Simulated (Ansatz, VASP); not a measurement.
## One structure in several programs: K3Sb2Au3 (R-3m, 8 atoms in the cell)

Self-consistent single point.

```
CELL_PARAMETERS angstrom
      3.13119     1.80779     7.20303
     -3.13119     1.80779     7.20303
      0.00000    -3.61559     7.20303
ATOMIC_POSITIONS crystal
  K  0.50000 0.50000 0.50000
  K  0.92013 0.92013 0.92013
  K  0.07987 0.07987 0.07987
  Sb 0.24185 0.24185 0.24185
  Sb 0.75815 0.75815 0.75815
  Au 0.50000 0.00000 0.50000
  Au 0.50000 0.50000 0.00000
  Au 0.00000 0.50000 0.50000
```

Shared settings, as Ansatz (a program for electronic structure) writes them: kpoints.mp_grid.grid = 3 3 3; magnetization.spin_orbit = true; scf.occupations.method = fermi_dirac; scf.occupations.width = 0.0037 Ry. Potentials and cutoffs stand in the table.

```
code                                                                model  pressure (GPa)  largest force (eV/Å)   cutoff
------  -----------------------------------------------------------------  --------------  --------------------  -------
Ansatz       LDA (PW92) with spin-orbit coupling, PAW files made with PBE           -2.97                 0.537  30.9 Ry
VASP    LDA (PZ), spin-orbit coupling, VASP's LDA PAW potentials (set 64)           -2.95                 0.460   300 eV
```

Size of the force on each atom (eV/Å): Sizes of forces hide their directions.

| code | K1 | K2 | K3 | Sb4 | Sb5 | Au6 | Au7 | Au8 |
|---|---|---|---|---|---|---|---|---|
| Ansatz | 0.000 | 0.051 | 0.051 | 0.537 | 0.537 | 0.000 | 0.000 | 0.000 |
| VASP | 0.000 | 0.040 | 0.040 | 0.460 | 0.460 | 0.000 | 0.000 | 0.000 |

The spread over the programs that give each value: pressure within 0.02 GPa; largest force within 0.077 eV/Å.

Ansatz's pressure is given at a fixed set of plane waves, as the other plane-wave codes print theirs; with its correction for the finite basis it is -2.89 GPa. The same LDA comes in different parametrisations, which differ slightly.

The shared mesh is coarse (it stands for a supercell whose shortest vector is 19 Å), so the values are not converged in it.

VASP's run is marked for a possible Pulay error in its stress at this cutoff; no cutoff test was made.

The starting cell comes from a database of computed structures (which also holds hypothetical and non-ambient phases and stackings), without a prior relaxation at this level.

Keys are those of Ansatz 0.2.
